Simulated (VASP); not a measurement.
Set up this calculation in VASP 6.6.1, as the native input.

```yaml
Task: single point
Functional: PBEsol
Potentials_or_basis: VASP PAW PBE potentials, release 64 (Cs_sv, Sb, F)
Cutoff: 520 eV
k_mesh: 2 × 2 × 2
Occupations: fermi-dirac, width 0.05 eV
Spin: no spin polarisation
Dipole_correction: no
Further_INCAR_settings: LREAL = Auto; ALGO = Fast; EDIFF = 1e-06; NBANDS = 68
```

The structure of Cs4Sb2F9 (a cell with a defect) lies in POSCAR:

```
Cs4Sb2F9
1.0
    3.3509760000     -7.1709780000      0.0000000000
    3.3509760000      7.1709780000      0.0000000000
    0.0000000000      0.0000000000      7.2316820000
Cs Sb F
4 2 9
Direct
    0.2373525276      0.7613117421      0.2652080111
    0.7846460646      0.1975155504      0.7966334803
    0.6926827650      0.5569830041      0.3520066286
    0.4899760618      0.6206555870      0.7224598648
    1.0120613591      0.1314562310      0.2529425381
    0.1350165203      0.8502188260      0.7946837264
    0.1315680087      0.4053800327      0.0456878497
    0.9383674474      0.7731040761      1.0035839518
    0.9802342507      0.5518268563      0.6167030022
    0.6768508463      0.8681915533      0.3343897035
    0.1439538447      0.3286845746      0.4694620145
    0.0470482140     -0.1140734628      0.4301765481
    0.1645952484      0.1625034835      0.9058058692
    0.8412116251      0.2423532825      0.3211286116
    0.4177220671      0.9605629460      0.6427688607
```

These files were run (other wordings do the same):

INCAR

```
SYSTEM = Cs4Sb2F9
PREC = Accurate
ENCUT = 520
EDIFF = 1E-6
ISMEAR = -1
SIGMA = 0.05
LREAL = Auto
LASPH = .TRUE.
NELM = 100
ALGO = Fast
ISIF = 2
LWAVE = .FALSE.
LCHARG = .FALSE.
GGA = PS
NBANDS = 68
```

KPOINTS

```
Automatic mesh
0
G
  2 2 2
  0 0 0
```

Potentials or basis: VASP PAW PBE potentials, release 64 (Cs_sv, Sb, F).

Command:

```console
$ cat potpaw_PBE.64/Cs_sv/POTCAR potpaw_PBE.64/Sb/POTCAR potpaw_PBE.64/F/POTCAR > POTCAR
$ mpirun -np 1 vasp_std > vasp.out
```

It gave:

| Quantity | Value |
| --- | --- |
| Pressure | 3.7 GPa |
| Largest force | 3.019 eV/Å |
| Band gap on the k mesh | none (metal or under the smearing width) |

Caveat: the k mesh is coarse (spacing up to 0.52 Å⁻¹), so the values aren't converged; the PAW data sets were made with another functional, which shifts forces and pressure a little; an odd number of electrons without spin polarisation forces a metal; a magnetic or distorted state may lie lower.

It took 4 min on 1 thread of Intel(R) Xeon(R) Platinum 8375C CPU @ 2.90GHz (Ice Lake) (shared host), peak memory 0.5 GiB.
